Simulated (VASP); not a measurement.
All values below come from PBE GGA, VASP's PBE PAW potentials (set 64) (plane waves; VASP).

Input for VASP

### KPOINTS
```
Automatic mesh
0
G
  15 15 8
0 0 0
```

**POSCAR**
```
Co
1
    1.2451398260    -2.1566456721    -0.0000000000
    1.2451398260     2.1566456721     0.0000000000
    0.0000000000     0.0000000000     4.0231992265
Co
2
Direct
  0.3333330000   0.6666670000   0.2500000000
  0.6666670000   0.3333330000   0.7500000000
```

INCAR:
```
SYSTEM = Co
PREC = Accurate
ENCUT = 400
EDIFF = 1E-6
NELM = 100
ALGO = Normal
LREAL = .FALSE.
LASPH = .TRUE.
ISMEAR = 1
SIGMA = 0.1
GGA = PE
LMAXMIX = 4
ISPIN = 2
MAGMOM = 1.6 1.6
LORBIT = 10
LWAVE = .FALSE.
LCHARG = .FALSE.
IBRION = 2
ISIF = 3
NSW = 60
EDIFFG = -0.01
```

POTCAR, in this order: Co (PBE.64 set). Program: vasp_std.

Output

File OSZICAR:
```
       N       E                     dE             d eps       ncg     rms          rms(c)
DAV:   1     0.703931804932E+02    0.70393E+02   -0.70766E+03  8252   0.132E+03
DAV:   2    -0.143222227999E+02   -0.84715E+02   -0.78403E+02  8114   0.239E+02
DAV:   3    -0.161633738532E+02   -0.18412E+01   -0.17879E+01  9906   0.490E+01
DAV:   4    -0.161925102666E+02   -0.29136E-01   -0.29131E-01 11600   0.466E+00
DAV:   5    -0.161927029212E+02   -0.19265E-03   -0.19265E-03 10085   0.369E-01    0.148E+01
DAV:   6    -0.145041880927E+02    0.16885E+01   -0.13626E+01  8723   0.751E+01    0.732E+00
DAV:   7    -0.141060783985E+02    0.39811E+00   -0.18889E+00  8975   0.270E+01    0.386E+00
DAV:   8    -0.140899600975E+02    0.16118E-01   -0.21759E-02 10993   0.167E+00    0.192E+00
DAV:   9    -0.140741619719E+02    0.15798E-01   -0.55856E-03 11997   0.130E+00    0.629E-01
DAV:  10    -0.140747442778E+02   -0.58231E-03   -0.17102E-03 11105   0.611E-01    0.132E-01
DAV:  11    -0.140746844960E+02    0.59782E-04   -0.60228E-05 11195   0.106E-01    0.277E-02
DAV:  12    -0.140746810463E+02    0.34498E-05   -0.52048E-06  8834   0.237E-02    0.153E-02
DAV:  13    -0.140746801941E+02    0.85211E-06   -0.20233E-06  6420   0.222E-02
   1 F= -.14074680E+02 E0= -.14074782E+02  d E =-.140747E+02  mag=     3.2429
```

OUTCAR:
```
------------------------ aborting loop because EDIFF is reached ----------------------------------------
  FORCE on cell =-STRESS in cart. coord.  units (eV):
  Direction    XX          YY          ZZ          XY          YZ          ZX
  --------------------------------------------------------------------------------------
  Total        0.0060765      0.0060766      0.0099411      0.0000000      0.0000000      0.0000000
  in kB        0.4505772      0.4505773      0.7371322      0.0000000      0.0000000      0.0000000
  external PRESSURE =       0.5460956 kB  Pullay stress =       0.0000000 kB
  volume of cell :       21.61
      direct lattice vectors                 reciprocal lattice vectors
     1.245139826 -2.156645672  0.000000000     0.401561326 -0.231841515  0.000000000
     1.245139826  2.156645672  0.000000000     0.401561326  0.231841515  0.000000000
     0.000000000  0.000000000  4.023199227     0.000000000  0.000000000  0.248558409
 POSITION                                       TOTAL-FORCE (eV/Angst)
 -----------------------------------------------------------------------------------
      1.24514      0.71888      1.00580        -0.000000     -0.000000      0.000000
      1.24514     -0.71888      3.01740         0.000000      0.000000      0.000000
 -----------------------------------------------------------------------------------
    total drift:                                0.000000      0.000000     -0.000028
  FREE ENERGIE OF THE ION-ELECTRON SYSTEM (eV)
  ---------------------------------------------------
  free  energy   TOTEN  =       -14.0746801941 eV

  energy  without entropy=      -14.0749865181  energy(sigma->0) =      -14.07478230

 total charge

# of ion       s       p       d       tot
------------------------------------------
    1        0.492   0.525   7.262   8.278
    2        0.492   0.525   7.262   8.278
--------------------------------------------------
tot          0.983   1.050  14.524  16.557

 magnetization (x)

# of ion       s       p       d       tot
------------------------------------------
    1       -0.014  -0.053   1.707   1.640
    2       -0.014  -0.053   1.707   1.640
--------------------------------------------------
tot         -0.029  -0.106   3.415   3.280

 reached required accuracy - stopping structural energy minimisation
```
(Selected blocks of OUTCAR.)

The compound is Co in the hcp structure. It was relaxed first. The start is the result of an earlier pass.
